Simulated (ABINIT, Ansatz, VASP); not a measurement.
**Code comparison for BW2 (P1, 6 atoms in the cell)**

Self-consistent single point.

```yaml
crystal:
  lattice:
    - [-2.78358, 2.78358, 2.38294]
    - [2.78358, -2.78358, 2.38294]
    - [2.78358, 2.78358, -2.38294]
  atoms:
    - { symbol: B, position: [0.23955, 0.25602, 0.99377] }
    - { symbol: B, position: [0.74808, 0.75957, 0.99575] }
    - { symbol: W, position: [0.68330, 0.84088, 0.54025] }
    - { symbol: W, position: [0.34963, 0.16450, 0.50991] }
    - { symbol: W, position: [0.81435, 0.30987, 0.12754] }
    - { symbol: W, position: [0.16510, 0.66916, 0.83278] }
```

Shared settings, as Ansatz (an electronic-structure program) writes them: kpoints.mp_grid.grid = 3 3 3; scf.occupations.method = gaussian; scf.occupations.width = 0.01 Ry. Potentials and cutoffs stand in the table.

| code | model | pressure (GPa) | largest force (eV/Å) | cutoff |
|---|---|---|---|---|
| ABINIT | LDA (PW92), norm-conserving pseudopotentials (PseudoDojo nc-sr-04 LDA standard) | -7.61 | 4.260 | 76 Ry |
| Ansatz | LDA (PW92), default PAW files made with PBE | -6.90 | 4.286 | 30.9 Ry |
| VASP | LDA (PZ), VASP's LDA PAW potentials (set 64) | -5.00 | 4.352 | 400 eV |

Size of the force on each atom (eV/Å): Sizes of forces hide their directions.

| code | B1 | B2 | W3 | W4 | W5 | W6 |
|---|---|---|---|---|---|---|
| ABINIT | 1.527 | 1.832 | 4.260 | 2.076 | 3.459 | 0.407 |
| Ansatz | 1.529 | 1.834 | 4.286 | 2.101 | 3.491 | 0.409 |
| VASP | 1.545 | 1.855 | 4.352 | 2.148 | 3.560 | 0.420 |

On Ansatz's run: spin-orbit coupling is off. Spin polarisation is off.

The spread over the programs that give each value: pressure within 2.61 GPa; largest force within 0.092 eV/Å.

Ansatz's pressure is given at a fixed set of plane waves, as the other plane-wave codes print theirs; with its correction for the finite basis it is -6.80 GPa. The same LDA comes in different parametrisations, which differ slightly. In the pressure, VASP (by 1.90) lies more than 1 GPa from the median of the plane-wave programs.

On the base mesh (4 4 4) the same programs gave: Ansatz pressure -5.64 GPa; ABINIT pressure -6.35 GPa; VASP pressure -3.72 GPa.

The values differ from the base mesh's, so the mesh still matters here: the table compares the programs at equal settings.

VASP's run is marked for a possible Pulay error in its stress at this cutoff; no cutoff test was made.

The starting cell comes from a database of computed structures (which also holds hypothetical and non-ambient phases and stackings), without a prior relaxation at this level. Its atoms were displaced at random from the sites of space group no. 140.

Left out of this page: Quantum ESPRESSO, GPAW and SIESTA (not drawn, or without a comparable value); CP2K (on another mesh).

Keys are those of Ansatz 0.2.
